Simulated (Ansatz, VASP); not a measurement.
# GeMo (zincblende type (invented)) in two plane-wave programs

Wanted: the spread between two codes on one cell, functional and k mesh. The cell is generated by rule, not measured, and may not be a known phase. The cell is taken from a series of runs on this material, whose earlier steps may have relaxed, scaled, displaced or heated it; both programs get it as it stands.

Method: plane waves, with VASP 6.6.1 beside it; relaxation of cell and atoms at PBEsol, in Ansatz 0.2.0.

## 1. The structure

The structure is cubic, space group F-43m (No. 216). Conventional cell: a = 5.614 Å, b = 5.614 Å, c = 5.614 Å, α = 90.00°, β = 90.00°, γ = 90.00°. Nearest to Mo lie 4 Ge at 2.43 Å. Nearest to Ge lie 4 Mo at 2.43 Å. Farther neighbours are not listed.

## 2. Ansatz: relaxation of cell and atoms, PBEsol

Ansatz runs on its default PAW (the set named soft_2) files.

The relaxed volume is the usual yardstick between codes: in a stiff, nearly cubic crystal its relative difference is about their pressure difference at one cell divided by the bulk modulus.

input.yaml reads:

```yaml
crystal:
  lattice:
    - [0.0, 2.8071684969, 2.8071684969]
    - [2.8071684969, 0.0, 2.8071684969]
    - [2.8071684969, 2.8071684969, 0.0]
  atoms:
    - { symbol: Mo, position: [0.0, 0.0, 0.0] }
    - { symbol: Ge, position: [0.75, 0.75, 0.75] }
kpoints:
  mp_grid: { grid: [14, 14, 14] }
hamiltonian:
  xc: pbesol
scf:
  occupations: { method: gaussian, width: 0.1 }
output:
  forces: true
  stress: true
  eigenvalues: true
  write_density: true
  write_potential: true
  elf: true
  volumetric_format: npy
relax:
  adjacent_minimum: "off"
  f_tol: 0.005
  max_steps: 80
  cell: { stress_tol: 0.05 }
```

Command:

```bash
$ ansatz run input.yaml --threads 2 --pin off --max-ram 5120MiB --backend cpu --events-out ev --progress --plain --runs-dir out
```

Numbers of over 12 decimals in the logs are rounded to 6 here.

The program printed:

```text
Engine: ansatz 0.2.0, x86_64-unknown-linux-gnu
Pseudopotentials: kind: paw
Pseudopotential: Mo, paw, valence charge 14, recommended cutoff 420 eV (normal), Mo.paw.azcp
Pseudopotential: Ge, paw, valence charge 14, recommended cutoff 420 eV (normal), Ge.paw.azcp
Functional definition: PBEsol
  exchange = pbesol_x
  correlation = pbesol_c
Crystal: 2 atoms, lattice volume = 44.242 Å³
Basis set: ecut = 420 eV, 893 PW (Γ), exchange–correlation on 54×54×54 points (8 copies of the dense FFT grid, shifted against one another)
Bands: 18, of which v1, the nominal top of the filled ones, is band 14 counted from 1 (13 counted from 0)
Symmetry: 24 space group operations
Space group: F-43m (ITA 216), of the structure as read, at distance tolerance 3.5e-5 Å
k-points: 104 of 2744 (time reversal used)
Non-local potential: Mo, projectors of the file, l = 0: 3, l = 1: 2, l = 2: 2, l = 3: 1
Non-local potential: Ge, projectors of the file, l = 0: 2, l = 1: 2, l = 2: 3, l = 3: 1
PAW form: soft (Blöchl's): semilocal exchange-correlation on the pseudo side does not see the compensation charge
PAW frozen core: Mo, regenerated for the run's functional, and the local potential with it (the file was generated under x = pbe(κ = 0.804, μ = 0.219515), c = pbe(β = 0.066725))
PAW frozen core: Ge, regenerated for the run's functional, and the local potential with it (the file was generated under x = pbe(κ = 0.804, μ = 0.219515), c = pbe(β = 0.066725))
PAW one-centre angular grid: Mo, 590 points (default); XC on 64 Gauss nodes
PAW one-centre angular grid: Ge, 590 points (default); XC on 64 Gauss nodes
Initial density: superposition of atomic densities (neutral atoms: chi_scale 0, normalization atom), corrected by the library's trained network
Initial wavefunctions: pseudopotential atomic-orbital guess
Functional: x = pbesol(κ = 0.804, μ = 0.123457), c = pbesol(β = 0.046)
SCF iter   1: F=—  HF=-9148.317185 eV  |F-HF|=—  |Δ(HF+E_count)|=         —  Δρ=7.56e-3  dr2=4.10e-2  ethr=1.77e-3  ⟨swp⟩=5.9  Hψ=8830  notcnv=0
preconditioner: auto → Kerker (q_TF=auto, 2.528 Å⁻¹)  [metal: Δε(μ)=0.008 eV  Ē_g=15.858 eV  σ=0.100 eV  W_gap=0.04  n_scr=14 (ndim 8)  ℏωp=25.0 eV  f_vac=0.004  D(μ)=2.63/eV (n_scr^D=26)]
SCF iter   2: F=—  HF=-9148.309778 eV  |F-HF|=—  |Δ(HF+E_count)|=   7.41e-3  Δρ=2.05e-3  dr2=1.83e-3  ethr=1.47e-4  ⟨swp⟩=1.5  Hψ=2910  notcnv=0
SCF iter   3: F=—  HF=-9148.309657 eV  |F-HF|=—  |Δ(HF+E_count)|=   1.21e-4  Δρ=9.44e-4  dr2=3.51e-4  ethr=6.54e-6  ⟨swp⟩=2.0  Hψ=2187  notcnv=0
SCF iter   4: F=—  HF=-9148.309663 eV  |F-HF|=—  |Δ(HF+E_count)|=   5.82e-6  Δρ=2.35e-4  dr2=3.85e-5  ethr=1.25e-6  ⟨swp⟩=2.0  Hψ=3231  notcnv=0
SCF iter   5: F=—  HF=-9148.309652 eV  |F-HF|=—  |Δ(HF+E_count)|=   1.09e-5  Δρ=1.20e-4  dr2=8.74e-6  ethr=1.37e-7  ⟨swp⟩=2.0  Hψ=2771  notcnv=0
SCF iter   6: F=—  HF=-9148.309652 eV  |F-HF|=—  |Δ(HF+E_count)|=   1.49e-7  Δρ=2.68e-5  dr2=2.59e-7  ethr=3.12e-8  ⟨swp⟩=2.0  Hψ=2919  notcnv=0
SCF iter   7: F=-9148.309652 eV  HF=-9148.309652 eV  |F-HF|=4.13e-9  |Δ(HF+E_count)|=   1.59e-7  Δρ=5.89e-6  dr2=1.50e-8  ethr=3.57e-10  ⟨swp⟩=8.4  Hψ=11107  notcnv=0
SCF 1 converged in 7 iterations: F = -9148.309652 eV  dr2 = 1.50e-8
  greatest PAW one-centre occupation: 0.999 electrons in one spin orbital (limit 2), on the Mo atom at site 0 (counted from 0), in its partial waves of l = 0
relax step   1: F+E_penalty+E_count = -9148.30965232 eV  Δ(F+E_penalty+E_count) = +0.000e0 eV  max|allowed force component| = 2.220e-16 eV/Å  Δτ_max = 0.0000 Å  P = +0.008 GPa  Ω = 44.242 Å³  (7 SCF iters, dr2 threshold 1.00e-7 eV, accepted)
Initial density: handed on by an earlier stage of this run
Initial wavefunctions: pseudopotential atomic-orbital guess (no wavefunctions were taken with the density)
iter 1 solved again at ethr=1.59e-7 eV; its pass at ethr=3.10e-3 eV (dr2=4.45e-5 eV) is discarded
SCF iter   1: F=—  HF=-9148.309656 eV  |F-HF|=—  |Δ(HF+E_count)|=         —  Δρ=5.82e-6  dr2=1.44e-8  ethr=1.59e-7  ⟨swp⟩=2.9  Hψ=13413  notcnv=0
eigensolver tolerance schedule: the retry pair's looser diagonalisation over-reported the residual by 3080.47 of it (diagonalisation noise at 0.19 of the residual, at the tolerance the schedule requests for it); recorded, not acted on — ethr = c·dr2/N_el stays at c = 1.0e-1
preconditioner: auto → Kerker (q_TF=auto, 2.528 Å⁻¹)  [metal: Δε(μ)=0.022 eV  Ē_g=15.827 eV  σ=0.100 eV  W_gap=0.12  n_scr=14 (ndim 8)  ℏωp=25.0 eV  f_vac=0.002  D(μ)=2.72/eV (n_scr^D=26)]
SCF iter   2: F=—  HF=-9148.309652 eV  |F-HF|=—  |Δ(HF+E_count)|=   3.32e-6  Δρ=3.99e-6  dr2=7.65e-9  ethr=5.15e-11  ⟨swp⟩=2.3  Hψ=3409  notcnv=0
SCF iter   3: F=—  HF=-9148.309652 eV  |F-HF|=—  |Δ(HF+E_count)|=   3.02e-9  Δρ=1.43e-6  dr2=1.25e-9  ethr=2.73e-11  ⟨swp⟩=2.0  Hψ=2085  notcnv=0
SCF iter   4: F=—  HF=-9148.309652 eV  |F-HF|=—  |Δ(HF+E_count)|=  8.00e-11  Δρ=6.52e-7  dr2=2.18e-10  ethr=4.46e-12  ⟨swp⟩=2.4  Hψ=2803  notcnv=0
SCF iter   5: F=—  HF=-9148.309652 eV  |F-HF|=—  |Δ(HF+E_count)|=  9.09e-12  Δρ=1.81e-7  dr2=2.25e-11  ethr=1.00e-12  ⟨swp⟩=2.0  Hψ=2138  notcnv=0
SCF iter   6: F=-9148.309652 eV  HF=-9148.309652 eV  |F-HF|=0.00e0  |Δ(HF+E_count)|=  1.82e-12  Δρ=8.56e-8  dr2=2.49e-12  ethr=1.00e-12  ⟨swp⟩=5.0  Hψ=7210  notcnv=0
SCF 2 converged in 6 iterations: F = -9148.309652 eV  dr2 = 2.49e-12
relax step   2: F+E_penalty+E_count = -9148.30965232 eV  Δ(F+E_penalty+E_count) = -1.819e-9 eV  max|allowed force component| = 2.059e-16 eV/Å  Δτ_max = 0.0000 Å  P = +0.008 GPa  Ω = 44.242 Å³  stress off target by 8.07e-3 GPa  SCF on the basis re-selected at this cell (its energy is not comparable with the rows above)  (6 SCF iters)
basis re-selected at this cell: Δ(F+E_penalty+E_count) = -1.819e-9 eV, ΔP = +0.000 GPa vs the last step (what re-selecting the basis moved, of the pressure what is left beyond the Pulay correction that the steps carried, after the strain that the cell walked since its last selection, with what the two solves' SCF thresholds leave and, on support functions, any second-order correction that the steps lacked; it is no m [...]
SCF converged after 6 iterations
Free energy (F): -9148.309652 eV
Harris-Foulkes:  -9148.309652 eV  (|F-HF|=0.00e0)
Internal energy: -9148.296033 eV  (E = F + TS)
E sigma→0 (E₀):  -9148.302843 eV
Entropy (-TS):   -0.013619 eV (-6.809 meV/atom)
Fermi energy:    10.444869 eV
--- Per-component energies (eV) ---
  E_band       = -303.979186
  E_kinetic    = 551.996158
  E_local      = -3690.593389  (includes V_loc(G=0)·N_el)
  E_nonlocal   = 567.749989
  E_hartree    = 1507.775175
  E_xc         = -255.390341
  E_vxc        = -290.510072  (∫ρ·V_xc dr)
  E_paw        = -5123.014694  (= ΣΔE_a)
  E_vpaw       = -458.172598  (= ΣTr[D̂ρ^β])
  E_aug_tail   = 0.000382  (compensation charges beyond the density's cutoff)
  E_ewald      = -2707.946550
  E_core_change = 1.127236  (= ΣΔE_core)
  E_smearing   = -0.013619  (= −TS)
  E_closure    = -0.000000  (closes the sum)
  Σ components = -9148.309652   (vs F -9148.309652, Δ=0.00e0)
--- Forces (eV/Å), atoms counted from 1 ---
  atom   1  Mo    -0.00000000     0.00000000     0.00000000
  atom   2  Ge     0.00000000    -0.00000000    -0.00000000
  max |Σ_I F_I| component: 3.28e-16 eV/Å
--- Stress (GPa, compression-positive) ---
        0.008066       0.000000      -0.000000
       -0.000000       0.008066      -0.000000
       -0.000000      -0.000000       0.008066
  P = ⅓ Tr σ = 0.0081 GPa (0.081 kbar)
--- Band table (eV; the first three rows and the last of 104) ---
  k-point 0: bands = [... 10 lower, 7.8922, 7.8922, 7.8922, 10.3588, 10.3588, 15.3176, 17.8773, 17.8773]
  k-point 1: bands = [... 10 lower, 7.8291, 7.9224, 7.9224, 10.3405, 10.3405, 15.4207, 17.4426, 17.7872]
  k-point 2: bands = [... 10 lower, 7.6697, 8.0034, 8.0034, 10.3033, 10.3033, 15.4188, 16.7563, 17.4952]
  k-point 103: bands = [... 10 lower, 7.3058, 8.4690, 9.2737, 10.1412, 10.5212, 11.2729, 12.2329, 13.6623]
--- Relaxed structure (1 steps of the walk, 1 accepted, 1 SCFs on fresh bases) ---
  F+E_penalty+E_count = -9148.30965232 eV   max|allowed force component| = 2.059e-16 eV/Å   (the final SCF, on the basis selected at the relaxed cell)
  cell:  # Å, volume = 44.2421 Å³
    - [0.0, 2.8071684969, 2.8071684969]
    - [2.8071684969, 0.0, 2.8071684969]
    - [2.8071684969, 2.8071684969, 0.0]
  atoms:
    - { symbol: Mo, position: [0.0, 0.0, 0.0] }
    - { symbol: Ge, position: [0.750000, 0.750000, 0.750000] }
```

In the SCF lines HF is the Harris–Foulkes energy and dr2 the Hartree energy of the density residual, in eV; the loop may stop once dr2 is under the threshold and the program's other checks hold. Hψ counts applications of the Hamiltonian.

## 3. VASP: relaxation of cell and atoms, PBEsol

The same cell, functional, mesh and smearing now go to VASP, with its own data sets.

Lines of VASP's logs that name or quote its potential files are left out, and so is its time.

INCAR reads:

```
SYSTEM = GeMo
PREC = Accurate
ENCUT = 500
EDIFF = 1E-07
NELM = 120
ISMEAR = 0
SIGMA = 0.1
LREAL = .FALSE.
ALGO = Normal
GGA = PS
NBANDS = 20
LASPH = .TRUE.
LORBIT = 11
LWAVE = .FALSE.
LCHARG = .FALSE.
ISIF = 3
IBRION = 2
NSW = 80
EDIFFG = -0.005
GGA_COMPAT = .FALSE.
NELMIN = 4
```

POSCAR reads:

```
GeMo
1.0
    0.0000000000      2.8071680000      2.8071680000
    2.8071680000      0.0000000000      2.8071680000
    2.8071680000      2.8071680000      0.0000000000
Mo Ge
1 1
Direct
    0.0000000000      0.0000000000      0.0000000000
    0.7500001781      0.7500001781      0.7500001781
```

KPOINTS reads:

```
Automatic mesh
0
Gamma
14 14 14
0 0 0
```

PAW data sets: Mo_sv and Ge_d (PBE family, release 64).

Command:

```bash
$ mpirun -np 1 vasp_std
```

The program printed:

```text
[banner, memory and clock lines left out]
running    1 mpi-ranks, on    1 nodes
 distrk:  each k-point on    1 cores,    1 groups
 distr:  one band on    1 cores,    1 groups

 POSCAR found type information on POSCAR MoGe
 POSCAR found :  2 types and       2 ions
|                                                                             |
|               ----> ADVICE to this user running VASP <----                  |
|                                                                             |
|     You enforced a specific xc type in the INCAR file but a different       |
|     [... a line on the potential file left out ...]
|     I HOPE YOU KNOW WHAT YOU ARE DOING!                                     |
|                                                                             |

 LDA part: xc-table for (Slater+PW92), standard interpolation
 POSCAR, INCAR and KPOINTS ok, starting setup
 FFT: planning ... GRIDC
 FFT: planning ... GRID_SOFT
 FFT: planning ... GRID
 WAVECAR not read
 entering main loop
       N       E                     dE             d eps       ncg     rms          rms(c)
DAV:   1     0.261322792252E+03    0.26132E+03   -0.14115E+04  4672   0.297E+03
DAV:   2     0.988509181372E+01   -0.25144E+03   -0.24406E+03  4316   0.671E+02
DAV:   3    -0.143882759590E+02   -0.24273E+02   -0.23734E+02  4712   0.136E+02
DAV:   4    -0.151431015785E+02   -0.75483E+00   -0.75142E+00  4732   0.249E+01
DAV:   5    -0.151553890875E+02   -0.12288E-01   -0.12286E-01  4616   0.374E+00    0.122E+01
DAV:   6    -0.141755896563E+02    0.97980E+00   -0.58874E+00  5392   0.172E+01    0.238E+00
DAV:   7    -0.140762216617E+02    0.99368E-01   -0.59077E-01  5416   0.723E+00    0.190E+00
DAV:   8    -0.140620240067E+02    0.14198E-01   -0.39626E-02  5228   0.208E+00    0.240E-01
DAV:   9    -0.140615615929E+02    0.46241E-03   -0.22005E-03  4632   0.454E-01    0.910E-02
DAV:  10    -0.140615139600E+02    0.47633E-04   -0.46157E-04  5564   0.261E-01    0.363E-02
DAV:  11    -0.140615115782E+02    0.23818E-05   -0.72634E-05  4524   0.611E-02    0.142E-02
DAV:  12    -0.140615111111E+02    0.46710E-06   -0.12007E-05  5412   0.338E-02    0.474E-03
DAV:  13    -0.140615109376E+02    0.17348E-06   -0.11517E-06  4676   0.930E-03    0.144E-03
DAV:  14    -0.140615109318E+02    0.58026E-08   -0.99421E-08  2596   0.239E-03
   1 F= -.14061511E+02 E0= -.14054706E+02  d E =-.140615E+02
 curvature:   0.00 expect dE= 0.000E+00 dE for cont linesearch  0.000E+00
 trial: gam= 0.00000 g(F)=  0.117E-39 g(S)=  0.940E-04 ort = 0.000E+00 (trialstep = 0.100E+01)
 search vector abs. value=  0.940E-04
 bond charge predicted
       N       E                     dE             d eps       ncg     rms          rms(c)
DAV:   1    -0.140644168033E+02   -0.29059E-02   -0.48222E-02  5424   0.299E+00    0.405E-01
DAV:   2    -0.140619868516E+02    0.24300E-02   -0.11322E-02  4424   0.905E-01    0.131E-01
DAV:   3    -0.140616311965E+02    0.35566E-03   -0.82815E-04  5420   0.320E-01    0.649E-02
DAV:   4    -0.140615177369E+02    0.11346E-03   -0.21079E-04  4752   0.180E-01    0.246E-02
DAV:   5    -0.140615071739E+02    0.10563E-04   -0.30463E-05  4996   0.838E-02    0.683E-03
DAV:   6    -0.140615062413E+02    0.93257E-06   -0.40730E-06  5568   0.264E-02    0.302E-03
DAV:   7    -0.140615061297E+02    0.11164E-06   -0.24579E-07  3208   0.438E-03    0.662E-04
DAV:   8    -0.140615061320E+02   -0.22810E-08   -0.18824E-08  2208   0.163E-03
   2 F= -.14061506E+02 E0= -.14054663E+02  d E =0.479986E-05
 trial-energy change:    0.000005  1 .order    0.000005   -0.000094    0.000104
 step:   0.4754(harm=  0.4754)  dis= 0.00000  next Energy=   -14.061533 (dE=-0.223E-04)
 bond charge predicted
       N       E                     dE             d eps       ncg     rms          rms(c)
DAV:   1    -0.140623316695E+02   -0.82554E-03   -0.13237E-02  5424   0.156E+00    0.214E-01
DAV:   2    -0.140616572942E+02    0.67438E-03   -0.30568E-03  4436   0.475E-01    0.690E-02
DAV:   3    -0.140615630441E+02    0.94250E-04   -0.22149E-04  5428   0.167E-01    0.342E-02
DAV:   4    -0.140615338839E+02    0.29160E-04   -0.56958E-05  4764   0.935E-02    0.132E-02
DAV:   5    -0.140615332536E+02    0.63029E-06   -0.75267E-06  5004   0.415E-02    0.360E-03
DAV:   6    -0.140615332279E+02    0.25690E-07   -0.87685E-07  5548   0.120E-02
   3 F= -.14061533E+02 E0= -.14054710E+02  d E =-.222961E-04
 curvature:  -0.24 expect dE=-0.117E-05 dE for cont linesearch -0.117E-05
 trial: gam= 0.00000 g(F)=  0.121E-39 g(S)=  0.493E-05 ort =-0.215E-04 (trialstep = 0.895E+00)
 search vector abs. value=  0.493E-05
 reached required accuracy - stopping structural energy minimisation
```

From OUTCAR (step 3):

```text
ion  position               nearest neighbor table
   1  0.000  0.000  0.000-   2 2.43   2 2.43   2 2.43   2 2.43
   2  0.750  0.750  0.750-   1 2.43   1 2.43   1 2.43   1 2.43

  LATTYP: Found a face centered cubic cell.
 ALAT       =     5.6143360000

 Subroutine GETGRP returns: Found 24 space group operations
 (whereof 24 operations were pure point group operations)

The static configuration has the point symmetry T_d .

 Found    104 irreducible k-points:

   k-points           NKPTS =    104   k-points in BZ     NKDIM =    104   number of bands    NBANDS=     20

   dimension x,y,z NGX =    30 NGY =   30 NGZ =   30
   dimension x,y,z NGXF=    60 NGYF=   60 NGZF=   60

   ENCUT  =  500.0 eV  36.75 Ry    6.06 a.u.   7.24  7.24  7.24*2*pi/ulx,y,z

   NELECT =      28.0000    total number of electrons

 k-points in reciprocal lattice and weights: Automatic mesh
   0.00000000  0.00000000  0.00000000       0.000
   0.07142857  0.00000000  0.00000000       0.003
   0.14285714  0.00000000  0.00000000       0.003
   0.21428571  0.00000000  0.00000000       0.003
   0.28571429  0.00000000  0.00000000       0.003
   0.35714286  0.00000000  0.00000000       0.003
   0.42857143  0.00000000  0.00000000       0.003
   0.50000000  0.00000000  0.00000000       0.001
   0.07142857  0.07142857  0.00000000       0.002
[...]
-0.28571429  0.42857143  0.21428571       0.009
  -0.28571429  0.50000000  0.21428571       0.004

 average (electrostatic) potential at core
       1 -75.6282       2 -72.2618

 E-fermi :   5.5911

 k-point     1 :       0.0000    0.0000    0.0000
  band No.  band energies     occupation
    ...
     11       3.0387      2.00000
     12       3.0387      2.00000
     13       3.0387      2.00000
     14       5.5060      1.77113
     15       5.5060      1.77113
     16      10.4567      0.00000
     17      13.0232      0.00000
     18      13.0232      0.00000
     19      13.0232      0.00000
     20      14.9039      0.00000

 k-point     2 :       0.0714    0.0000    0.0000
  band No.  band energies     occupation
    ...
     11       2.9756      2.00000
     12       3.0689      2.00000
     13       3.0689      2.00000
     14       5.4878      1.85611
     15       5.4878      1.85610
     16      10.5601      0.00000
     17      12.5876      0.00000
     18      12.9322      0.00000
     19      12.9322      0.00000
     20      14.8069      0.00000

 k-point     3 :       0.1429    0.0000    0.0000
  band No.  band energies     occupation
    ...
     11       2.8160      2.00000
     12       3.1498      2.00000
     13       3.1498      2.00000
     14       5.4504      1.95333
     15       5.4504      1.95333
     16      10.5599      0.00000
     17      11.8993      0.00000
     18      12.6383      0.00000
     19      12.6383      0.00000
     20      14.5307      0.00000

  Total       -0.0082503     -0.0082503     -0.0082503      0.0000000      0.0000000      0.0000000
  in kB       -0.2984071     -0.2984071     -0.2984071      0.0000000      0.0000000      0.0000000
  external PRESSURE =      -0.2984071 kB  Pullay stress =       0.0000000 kB

  energy-cutoff  :      500.00
  volume of cell :       44.30
      direct lattice vectors                 reciprocal lattice vectors
    -0.000000000  2.808327978  2.808327978    -0.178041883  0.178041883  0.178041883
     2.808327978 -0.000000000  2.808327978     0.178041883 -0.178041883  0.178041883
     2.808327978  2.808327978 -0.000000000     0.178041883  0.178041883 -0.178041883

 POSITION                                       TOTAL-FORCE (eV/Angst)
 -----------------------------------------------------------------------------------
      0.00000      0.00000      0.00000        -0.000000     -0.000000     -0.000000
      4.21249      4.21249      4.21249         0.000000      0.000000      0.000000
 -----------------------------------------------------------------------------------
    total drift:                               -0.000536     -0.000536     -0.000537

  FREE ENERGIE OF THE ION-ELECTRON SYSTEM (eV)
  ---------------------------------------------------
  free  energy   TOTEN  =       -14.0615332279 eV

  energy  without entropy=      -14.0478874166  energy(sigma->0) =      -14.05471032

 reached required accuracy - stopping structural energy minimisation

 total charge
# of ion       s       p       d       tot
------------------------------------------
    1        2.294   6.096   4.015  12.405
    2        1.174   1.396  10.057  12.627
--------------------------------------------------
tot          3.468   7.492  14.072  25.032

[... 3 further parts left out ...]
```

CONTCAR:

```
GeMo
   1.00000000000000
    -0.0000000000000000    2.8083279779928492    2.8083279779928492
     2.8083279779928492   -0.0000000000000000    2.8083279779928492
     2.8083279779928492    2.8083279779928492   -0.0000000000000000
  Mo              Ge
     1     1
Direct
     0.0000000000000000    0.0000000000000000    0.0000000000000000
     0.7500001781000023    0.7500001781000023    0.7500001781000023
```

## 4. Differences

Known differences besides the potentials themselves: the cutoff is 420 eV in Ansatz and 500 eV in VASP; Ansatz makes its cores anew for this functional, VASP keeps those of its PBE data sets; Ansatz adds a Pulay correction to the stress that steers its cell, VASP none. Total energies have different zeros and are not compared.

Compared:

```csv
quantity,Ansatz,VASP,difference
volume (Å³),44.24,44.30,-0.12 %
"edge a after relaxation, in the typed setting (Å)",3.970,3.972,-0.04 %
```

## 5. Summary of results

| Quantity | Value |
| --- | --- |
| difference in volume (relaxation of cell and atoms, PBEsol) | -0.12 % |

The difference in volume is -0.12 % (relaxation of cell and atoms, PBEsol), within the 1.2 % picked in this series as the mark of a large difference, as far as the stopping tolerances let one tell. 1 further run of this series is not shown here. Such differences can come from data sets, numerical settings and the points named under the comparisons, not from the functional's error against experiment.

[Lines on the potential files, build, host, timing and source positions are cut from VASP's logs without a mark.]

[Logs are printed without paths, hosts, clocks, repeated set-up lines and the standing remarks that a program may print on its own settings, such as how far it seeks lower states.]

[Hosts, paths, dates, database ids (printed as entryN), source tags and the programs' standing remarks are cut or masked in the printed files.]
